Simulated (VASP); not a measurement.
```
SrTe
1.0
    0.00000     3.26809     3.26809
    3.26809     0.00000     3.26809
    3.26809     3.26809     0.00000
Sr Te
1 1
Direct
  0.00000   0.00000   0.00000
  0.50000   0.50000   0.50000
```

The numbers are results of LDA (Ceperley-Alder, Perdew-Zunger), VASP's LDA PAW potentials (set 64) (plane waves; VASP 6.6.1), not measurements. Settings: 520 eV cut-off, 6×6×6 Γ-centred mesh, Gaussian smearing of 0.050 eV, potentials Sr_sv Te.

Unless said otherwise, spin-orbit coupling is left out, though it shifts the bands of the heavy elements here.

Q: Predict the energy per atom (σ→0), band gap (on the k-mesh) with the smallest direct gap where there is one.

A: 
| Item | Value |
|---|---|
| band gap (on the k-mesh) | 1.42 eV |
| smallest direct gap (on the k-mesh) | 2.20 eV |
| energy per atom (σ→0) | -4.629 eV/atom |

The compound is SrTe in the rock salt structure. It was relaxed first, which changed the volume by -5 %. The start is the result of an earlier pass.
